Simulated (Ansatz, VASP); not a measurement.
# InH: VASP beside Ansatz, part 2 of 2

Wanted: the spread between two codes on one cell, functional and k mesh. The cell is generated by rule, not measured, and may not be a known phase. The cell is taken from a series of runs on this material, whose earlier steps may have relaxed, scaled, displaced or heated it; both programs get it as it stands.

VASP 6.6.1 and Ansatz 0.2.0.

So far. Step 5 (VASP: single point, PBEsol, pair 2): The run ends at a pressure of -0.02 GPa, with forces up to 0.20 eV/Å.

The structure was built from a prototype and need not be the compound's stable phase.

## 6. Ansatz: single point, PBEsol, pair 2

Level of this step: Ansatz beside VASP: Kohn-Sham DFT, plane waves, PBEsol (Ansatz).

The same cell, functional, mesh and smearing now go to Ansatz, which takes its cutoff from its data sets.

The cell is taken from a series of runs on this material, whose earlier steps may have relaxed, scaled, displaced or heated it; both programs get it as it stands.

input.yaml reads:

```yaml
crystal:
  lattice:
    - [0.0, 2.5418058941, 2.5418058941]
    - [-2.5418058941, 2.5418058941, 0.0]
    - [-2.5418058941, -2.5418058941, 5.0836117882]
  atoms:
    - { symbol: In, position: [3.59559e-05, -1.79779e-05, -5.39338e-05] }
    - { symbol: In, position: [-3.59559e-05, 0.5000179779, 0.5000539338] }
    - { symbol: H, position: [0.7409143295, 0.6295428352, 0.8886285057] }
    - { symbol: H, position: [0.7590856705, 0.1204571648, 0.3613714943] }
kpoints:
  mp_grid: { grid: [12, 12, 12] }
hamiltonian:
  xc: pbesol
scf:
  occupations: { method: methfessel_paxton, width: 0.15 }
output:
  forces: true
  stress: true
  eigenvalues: true
```

Launch:

```sh
$ ansatz run input.yaml --threads 4 --pin off --max-ram 7168MiB --backend cpu --events-out ev --progress --plain --runs-dir out
```

Numbers of over 12 decimals in the logs are rounded to 6 here.

The program printed:

```text
[...]
Crystal: 4 atoms, lattice volume = 65.688 Å³
Basis set: ecut = 420 eV, 1273 PW (Γ), exchange–correlation on 50×50×90 points (8 copies of the dense FFT grid, shifted against one another)
Bands: 18, of which v1, the nominal top of the filled ones, is band 14 counted from 1 (13 counted from 0)
Symmetry: 6 space group operations
[...]
k-points: 189 of 1728 (time reversal used)
[...]
--- Band table (eV; the first three rows and the last of 189) ---
  k-point 0: bands = [... 10 lower, -2.0259, 1.5184, 4.0617, 11.0453, 12.3267, 14.1080, 14.1080, 16.1186]
  k-point 1: bands = [... 10 lower, -1.9954, 1.3315, 4.3054, 10.9980, 12.3321, 14.1284, 14.1284, 15.6924]
  k-point 2: bands = [... 10 lower, -1.9039, 0.9079, 4.8980, 10.8396, 12.3486, 14.1896, 14.1896, 14.8571]
  k-point 188: bands = [... 10 lower, 2.5065, 2.6198, 5.1228, 5.2880, 7.6076, 7.7287, 10.9189, 11.1229]
[key lines of the parts left out:]
SCF converged after 7 iterations
Free energy (F): -11080.372637 eV
Fermi energy:    8.086689 eV
P = ⅓ Tr σ = 0.0575 GPa (0.575 kbar)
```

The run ends at a pressure of 0.06 GPa, with forces up to 0.20 eV/Å.

## 7. Comparison

Compared:

```tsv
quantity	Ansatz	VASP	difference
pressure (GPa)	0.06	-0.02	+0.08
```

Forces (eV/Å; atoms numbered as in POSCAR):

```tsv
atom	Ansatz x, y, z	VASP x, y, z
In1	0.043, 0.043, -0.043	0.043, 0.043, -0.043
In2	-0.052, -0.052, 0.052	-0.052, -0.052, 0.052
H3	-0.105, -0.105, 0.105	-0.105, -0.105, 0.105
H4	0.113, 0.113, -0.113	0.113, 0.113, -0.113
```

The forces differ by 0.1 meV/Å r.m.s., which is 0.2 % of the r.m.s. force of 0.084 eV/Å (both taken over all components).

## 8. Ansatz: single point, PBEsol, pair 3

With cell and atoms fixed, the geometry can't cause a difference; cores, projectors, grids and the points listed under the comparison can.

The cell is taken from a series of runs on this material, whose earlier steps may have relaxed, scaled, displaced or heated it; both programs get it as it stands.

input.yaml, the sections that differ from step 6:

```yaml
crystal:
  lattice:
    - [0.0, 2.5418058941, 2.5418058941]
    - [-2.5418058941, 2.5418058941, 0.0]
    - [-2.5418058941, -2.5418058941, 5.0836117882]
  atoms:
    - { symbol: In, position: [6.29228e-05, -3.14614e-05, -9.43842e-05] }
    - { symbol: In, position: [-6.29228e-05, 0.5000314614, 0.5000943842] }
    - { symbol: H, position: [0.7341000767, 0.6329499617, 0.898849885] }
    - { symbol: H, position: [0.7658999233, 0.1170500383, 0.351150115] }
# kpoints, hamiltonian, scf, output: as in step 6
```

The program printed:

```text
[...]
Crystal: 4 atoms, lattice volume = 65.688 Å³
Basis set: ecut = 420 eV, 1273 PW (Γ), exchange–correlation on 50×50×90 points (8 copies of the dense FFT grid, shifted against one another)
Bands: 18, of which v1, the nominal top of the filled ones, is band 14 counted from 1 (13 counted from 0)
Symmetry: 6 space group operations
[...]
k-points: 189 of 1728 (time reversal used)
[...]
--- Band table (eV; the first three rows and the last of 189) ---
  k-point 0: bands = [... 10 lower, -2.0353, 1.5473, 4.0288, 11.1337, 12.2572, 14.1058, 14.1058, 16.1091]
  k-point 1: bands = [... 10 lower, -2.0052, 1.3575, 4.2751, 11.0866, 12.2618, 14.1261, 14.1261, 15.6892]
  k-point 2: bands = [... 10 lower, -1.9152, 0.9307, 4.8699, 10.9292, 12.2753, 14.1869, 14.1869, 14.8640]
  k-point 188: bands = [... 10 lower, 2.4529, 2.6530, 5.0708, 5.3590, 7.5672, 7.7764, 10.8327, 11.1864]
[key lines of the parts left out:]
SCF converged after 7 iterations
Free energy (F): -11080.399989 eV
Fermi energy:    8.070326 eV
P = ⅓ Tr σ = 0.1914 GPa (1.914 kbar)
```

The run ends at a pressure of 0.19 GPa, with forces up to 0.26 eV/Å.

## 9. VASP: single point, PBEsol, pair 3

The same cell, functional, mesh and smearing now go to VASP, with its own data sets.

INCAR reads:

```
SYSTEM = InH
PREC = Accurate
ENCUT = 500
EDIFF = 1E-06
NELM = 120
ISMEAR = 1
SIGMA = 0.15
LREAL = .FALSE.
ALGO = Normal
GGA = PS
NBANDS = 20
LORBIT = 11
LWAVE = .FALSE.
LCHARG = .FALSE.
ISIF = 2
LASPH = .TRUE.
GGA_COMPAT = .FALSE.
KPAR = 2
```

POSCAR reads:

```
InH
1.0
    0.0000000000      2.5418058941      2.5418058941
   -2.5418058941      2.5418058941      0.0000000000
   -2.5418058941     -2.5418058941      5.0836117882
In H
2 2
Direct
    0.0000629228      0.9999685386      0.9999056158
    0.9999370772      0.5000314614      0.5000943842
    0.7341000767      0.6329499617      0.8988498850
    0.7658999233      0.1170500383      0.3511501150
```

KPOINTS reads:

```
Automatic mesh
0
Gamma
12 12 12
0 0 0
```

Potentials, in the order of the species: In_d and H (PBE family, release 64).

Launch:

```sh
$ mpirun -np 2 vasp_std
```

The program printed:

```text
[... set-up lines as in an earlier step ...]
 entering main loop
       N       E                     dE             d eps       ncg     rms          rms(c)
DAV:   1     0.216424258115E+03    0.21642E+03   -0.13321E+04  7568   0.172E+03
DAV:   2     0.526846157245E+01   -0.21116E+03   -0.20718E+03  7616   0.378E+02
DAV:   3    -0.107250495509E+02   -0.15994E+02   -0.15766E+02  8932   0.123E+02
DAV:   4    -0.112598943003E+02   -0.53484E+00   -0.53427E+00  8864   0.241E+01
[...]
DAV:  11    -0.108489191800E+02   -0.39217E-05   -0.19404E-05  8172   0.369E-02    0.156E-02
DAV:  12    -0.108489201830E+02   -0.10030E-05   -0.32582E-06  7308   0.186E-02    0.300E-03
DAV:  13    -0.108489198009E+02    0.38214E-06   -0.55430E-07  3920   0.810E-03
   1 F= -.10848920E+02 E0= -.10848772E+02  d E =-.444745E-03
```

From OUTCAR (step 9):

```text
  Total        0.0472765      0.0472765      0.0472765      0.1336754     -0.1336754     -0.1336754
  in kB        1.1531046      1.1531046      1.1531046      3.2604308     -3.2604308     -3.2604308
  external PRESSURE =       1.1531046 kB  Pullay stress =       0.0000000 kB

 POSITION                                       TOTAL-FORCE (eV/Angst)
 -----------------------------------------------------------------------------------
     -5.08329      0.00032      5.08329         0.095737      0.095737     -0.095737
     -2.54213      2.54149      5.08393        -0.091407     -0.091407      0.091407
     -3.89354      1.19007      6.43534        -0.148872     -0.148872      0.148872
     -1.19007      1.35173      3.73188         0.144542      0.144542     -0.144542
 -----------------------------------------------------------------------------------
    total drift:                               -0.000043     -0.000043      0.000043

  FREE ENERGIE OF THE ION-ELECTRON SYSTEM (eV)
  ---------------------------------------------------
  free  energy   TOTEN  =       -10.8489198009 eV

  energy  without entropy=      -10.8484750555  energy(sigma->0) =      -10.84877155

[... 2 parts as in an earlier step ...]

[... 1 further part left out ...]
[key lines of the parts left out:]
E-fermi :   5.8167
```

The run ends at a pressure of 0.12 GPa, with forces up to 0.26 eV/Å.

## 10. Comparison

Compared:

```tsv
quantity	Ansatz	VASP	difference
pressure (GPa)	0.19	0.12	+0.08
```

Forces (eV/Å; atoms numbered as in POSCAR):

```tsv
atom	Ansatz x, y, z	VASP x, y, z
In1	0.095, 0.095, -0.095	0.096, 0.096, -0.096
In2	-0.091, -0.091, 0.091	-0.091, -0.091, 0.091
H3	-0.149, -0.149, 0.149	-0.149, -0.149, 0.149
H4	0.145, 0.145, -0.145	0.145, 0.145, -0.145
```

The forces differ by 0.3 meV/Å r.m.s., which is 0.2 % of the r.m.s. force of 0.123 eV/Å (both taken over all components).

## 11. Results

* r.m.s. force difference (single point, PBEsol, pair 1): 0.16 meV/Å
* r.m.s. force difference (single point, PBEsol, pair 2): 0.15 meV/Å
* r.m.s. force difference (single point, PBEsol, pair 3): 0.3 meV/Å

**Reading.** The r.m.s. force difference is 0.3 meV/Å (single point, PBEsol, pair 3), within the 12 meV/Å picked in this series as the mark of a large difference. 5 further runs of this series are not shown here. Such differences can come from data sets, numerical settings and the points named under the comparisons, not from the functional's error against experiment.

[Lines on the potential files, build, host, timing and source positions are cut from VASP's logs without a mark.]

[Logs are printed without paths, hosts, clocks, repeated set-up lines and the standing remarks that a program may print on its own settings, such as how far it seeks lower states.]

[Hosts, paths, dates, database ids (printed as entryN), source tags and the programs' standing remarks are cut or masked in the printed files.]
